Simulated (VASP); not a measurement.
These are PBE GGA, VASP's PBE PAW potentials (set 64) (plane waves; VASP 6.6.1) values and carry that method's errors.

Input for VASP

**INCAR**
```
# general
SYSTEM=SiC
PREC  =Accurate
ENCUT =520
LREAL =.FALSE.
LASPH =.TRUE.
ISYM  =-1

# electronic loop
EDIFF =1E-6
NELM  =100
ALGO  =Normal

# smearing
ISMEAR=0
SIGMA =0.05

# functional
GGA   =PE

# ions
ISIF  =2

# output
LWAVE =.FALSE.
LCHARG=.FALSE.
```

**KPOINTS**
```
Automatic mesh
0
Gamma
9 9 9
0 0 0
```

File POSCAR:
```
SiC
2.22360
  0.0000000000   1.0000000000   1.0000000000
  1.0000000000   0.0000000000   1.0000000000
  1.0000000000   1.0000000000   0.0000000000
Si C
1 1
Direct
  0.0000000000   0.0000000000   0.0000000000
  0.2500000000   0.2500000000   0.2500000000
```

POTCAR, in this order: Si C (PBE.64 set). Program: vasp_std.

The run wrote:

**OUTCAR**
```
 ion  position               nearest neighbor table
   1  0.000  0.000  0.000-   2 1.93   2 1.93   2 1.93   2 1.93
   2  0.250  0.250  0.250-   1 1.93   1 1.93   1 1.93   1 1.93
 Subroutine IBZKPT returns following result:
 Found    729 irreducible k-points:

 Following reciprocal coordinates:
            Coordinates               Weight
  0.000000  0.000000  0.000000      1.000000
  0.111111  0.000000  0.000000      1.000000
  0.222222  0.000000  0.000000      1.000000
  0.333333  0.000000  0.000000      1.000000
  0.444444  0.000000  0.000000      1.000000
 -0.444444  0.000000  0.000000      1.000000
 -0.333333  0.000000  0.000000      1.000000
 -0.222222  0.000000  0.000000      1.000000
 -0.111111  0.000000  0.000000      1.000000
  0.000000  0.111111  0.000000      1.000000
  0.111111  0.111111  0.000000      1.000000
  0.222222  0.111111  0.000000      1.000000
  0.333333  0.111111  0.000000      1.000000
  0.444444  0.111111  0.000000      1.000000
 -0.444444  0.111111  0.000000      1.000000
 -0.333333  0.111111  0.000000      1.000000
 -0.222222  0.111111  0.000000      1.000000
 -0.111111  0.111111  0.000000      1.000000
  0.000000  0.222222  0.000000      1.000000
  0.111111  0.222222  0.000000      1.000000
  0.222222  0.222222  0.000000      1.000000
  0.333333  0.222222  0.000000      1.000000
  0.444444  0.222222  0.000000      1.000000
 -0.444444  0.222222  0.000000      1.000000
 -0.333333  0.222222  0.000000      1.000000
 -0.222222  0.222222  0.000000      1.000000
 -0.111111  0.222222  0.000000      1.000000
  0.000000  0.333333  0.000000      1.000000
  0.111111  0.333333  0.000000      1.000000
  0.222222  0.333333  0.000000      1.000000
  0.333333  0.333333  0.000000      1.000000
  0.444444  0.333333  0.000000      1.000000
 -0.444444  0.333333  0.000000      1.000000
 -0.333333  0.333333  0.000000      1.000000
 -0.222222  0.333333  0.000000      1.000000
 -0.111111  0.333333  0.000000      1.000000
  0.000000  0.444444  0.000000      1.000000
  0.111111  0.444444  0.000000      1.000000
  0.222222  0.444444  0.000000      1.000000
  0.333333  0.444444  0.000000      1.000000
   k-points           NKPTS =    729   k-points in BZ     NKDIM =    729   number of bands    NBANDS=      8
   number of dos      NEDOS =    301   number of ions     NIONS =      2
   total plane-waves  NPLWV =  13824
   dimension x,y,z NGX =    24 NGY =   24 NGZ =   24
   dimension x,y,z NGXF=    48 NGYF=   48 NGZF=   48
   ions per type =               1   1
   PREC   = accura    normal or accurate (medium, high low for compatibility)
   ISTART =      0    job   : 0-new  1-cont  2-samecut
   ICHARG =      2    charge: 1-file 2-atom 10-const
   ISPIN  =      1    spin polarized calculation?
   LNONCOLLINEAR =      F non collinear calculations
   LSORBIT =      F    spin-orbit coupling
   INIWAV =      1    electr: 0-lowe 1-rand  2-diag
   ENCUT  =  520.0 eV  38.22 Ry    6.18 a.u.   5.85  5.85  5.85*2*pi/ulx,y,z
   NELM   =    100;   NELMIN=  2; NELMDL= -5     # of ELM steps
   EDIFF  = 0.1E-05   stopping-criterion for ELM
   LREAL  =      F    real-space projection
   NLSPLINE    = F    spline interpolate recip. space projectors
   LMAXMIX     =    2 max onsite mixed and CHGCAR
   VOSKOWN=      0    Vosko Wilk Nusair interpolation
   EDIFFG = 0.1E-04   stopping-criterion for IOM
   NSW    =      0    number of steps for IOM
   NBLOCK =      1;   KBLOCK =      1    inner block; outer block
   IBRION =     -1    ionic relax: 0-MD 1-quasi-New 2-CG
   NFREE  =      0    steps in history (QN), initial steepest desc. (CG)
   ISIF   =      2    stress and relaxation
   ISYM   =     -1    0-nonsym 1-usesym 2-fastsym
...
```

**OSZICAR**
```
       N       E                     dE             d eps       ncg     rms          rms(c)
DAV:   1     0.480034504022E+01    0.48003E+01   -0.40567E+03 12152   0.835E+02
DAV:   2    -0.163216063662E+02   -0.21122E+02   -0.20003E+02 16568   0.106E+02
DAV:   3    -0.167235440911E+02   -0.40194E+00   -0.40194E+00 13776   0.181E+01
DAV:   4    -0.167249226580E+02   -0.13786E-02   -0.13786E-02 18440   0.114E+00
DAV:   5    -0.167249233252E+02   -0.66710E-06   -0.66710E-06 13912   0.200E-02    0.821E+00
DAV:   6    -0.150755431690E+02    0.16494E+01   -0.74926E+00 12352   0.151E+01    0.357E+00
DAV:   7    -0.150389798700E+02    0.36563E-01   -0.27015E-01 18864   0.380E+00    0.166E+00
DAV:   8    -0.150317261455E+02    0.72537E-02   -0.17832E-02 11760   0.123E+00    0.170E-01
DAV:   9    -0.150320163693E+02   -0.29022E-03   -0.92540E-04 18808   0.252E-01    0.104E-01
DAV:  10    -0.150321377556E+02   -0.12139E-03   -0.24610E-04 16976   0.120E-01    0.226E-02
DAV:  11    -0.150321385376E+02   -0.78200E-06   -0.55562E-05 14144   0.445E-02    0.605E-03
DAV:  12    -0.150321386368E+02   -0.99236E-07   -0.21402E-06 12336   0.112E-02
   1 F= -.15032139E+02 E0= -.15032139E+02  d E =-.976809E-15
```

File OUTCAR:
```
------------------------ aborting loop because EDIFF is reached ----------------------------------------
  FORCE on cell =-STRESS in cart. coord.  units (eV):
  Direction    XX          YY          ZZ          XY          YZ          ZX
  --------------------------------------------------------------------------------------
  Total       -1.2253325     -1.2253334     -1.2253328      0.0000002     -0.0000004     -0.0000000
  in kB      -89.2821313    -89.2821927    -89.2821535      0.0000119     -0.0000303     -0.0000010
  external PRESSURE =     -89.2821592 kB  Pullay stress =       0.0000000 kB
  volume of cell :       21.99
      direct lattice vectors                 reciprocal lattice vectors
     0.000000000  2.223600000  2.223600000    -0.224860586  0.224860586  0.224860586
     2.223600000  0.000000000  2.223600000     0.224860586 -0.224860586  0.224860586
     2.223600000  2.223600000  0.000000000     0.224860586  0.224860586 -0.224860586
  FREE ENERGIE OF THE ION-ELECTRON SYSTEM (eV)
  ---------------------------------------------------
  free  energy   TOTEN  =       -15.0321386368 eV

  energy  without entropy=      -15.0321386368  energy(sigma->0) =      -15.03213864
```
(Selected blocks of OUTCAR.)

The compound is SiC in the zinc blende structure. The cell was not relaxed at this level. The run is one of a series of settings (ISYM = -1 against the base run), some of them coarse on purpose.
